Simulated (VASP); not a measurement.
Here is the system:

```
BC35Si36
1.0
    4.64098    -8.03841     0.00000
    4.64098     8.03841     0.00000
    0.00000     0.00000    10.12768
Si C B
36 35 1
Direct
  0.99946   0.99986   0.00020
  0.99979   0.99919   0.50112
  0.22212   0.11142   0.75066
  0.11012   0.22115   0.25035
  0.99990   0.33263   0.00027
  0.00010   0.33344   0.50116
  0.22253   0.44344   0.75073
  0.11099   0.55499   0.25134
  0.99982   0.66646   0.00032
  0.99917   0.66599   0.50143
  0.22229   0.77752   0.75057
  0.11082   0.88853   0.25133
  0.33353   0.00011   0.00047
  0.33362   0.00037   0.50151
  0.55632   0.11177   0.75068
  0.44470   0.22225   0.25169
  0.33235   0.33240   0.00156
  0.33119   0.33168   0.49977
  0.55536   0.44389   0.75259
  0.44443   0.55467   0.25169
  0.33358   0.66634   0.00045
  0.33364   0.66580   0.50157
  0.55636   0.77745   0.75065
  0.44470   0.88869   0.25159
  0.66721   0.00007   0.00033
  0.66614   0.99945   0.50119
  0.88893   0.11089   0.75089
  0.77824   0.22160   0.25041
  0.66726   0.33277   0.00154
  0.66759   0.33210   0.49975
  0.88815   0.44348   0.75062
  0.77727   0.55495   0.25141
  0.66680   0.66705   0.00139
  0.66718   0.66782   0.49978
  0.88779   0.77712   0.75058
  0.77780   0.88899   0.25041
  0.99980   0.99957   0.81303
  0.99960   0.99944   0.31307
  0.21925   0.10834   0.56171
  0.10974   0.22114   0.06197
  0.00017   0.33309   0.81312
  0.00000   0.33281   0.31308
  0.21956   0.44337   0.56177
  0.11116   0.55532   0.06175
  0.99999   0.66636   0.81278
  0.99988   0.66619   0.31332
  0.22222   0.77741   0.56172
  0.11105   0.88882   0.06175
  0.33338   0.99982   0.81288
  0.33318   0.99956   0.31342
  0.55610   0.10878   0.56174
  0.44447   0.22175   0.06235
  0.33152   0.33194   0.81617
  0.33052   0.33136   0.31064
  0.44405   0.55511   0.06232
  0.33358   0.66648   0.81287
  0.33332   0.66626   0.31342
  0.55599   0.77997   0.56173
  0.44459   0.88873   0.06197
  0.66674   0.99982   0.81314
  0.66684   0.99982   0.31321
  0.88874   0.11076   0.56174
  0.77860   0.22147   0.06199
  0.66761   0.33224   0.81618
  0.66800   0.33175   0.31063
  0.89096   0.44367   0.56169
  0.77811   0.55557   0.06208
  0.66727   0.66785   0.81603
  0.66769   0.66854   0.31064
  0.89052   0.77975   0.56166
  0.77806   0.88959   0.06194
  0.55525   0.44374   0.56088
```
Cell charge -1.

Calculation: HSE06 screened hybrid, VASP's PBE PAW potentials (set 64) (plane waves; VASP 6.6.1). Numerical set-up: PREC = Normal, LREAL = Auto, ISYM = 0, NELECT = 288.0, EDIFF = 1E-5, 400 eV cut-off, 1×1×1 Γ-centred mesh, Gaussian smearing of 0.050 eV, potentials Si C B.

The cell is charged, with a uniform compensating background. The supercell is sampled at Γ alone, which is coarse: total energies, pressure and levels can be off, energies of defects by several tenths of an eV.

**Question.** Estimate the energy per atom (σ→0).

**Answer.** 
The energy per atom (σ→0) comes out as -8.432 eV/atom.

The absolute energy has meaning only against runs of the same code, potentials and settings.

The cell is a supercell with a defect, built from SiC (4h): B_C, charge -1. The cell's shape comes from a PBE relaxation. The run is not spin-polarised, so no state with unpaired spins was tried.
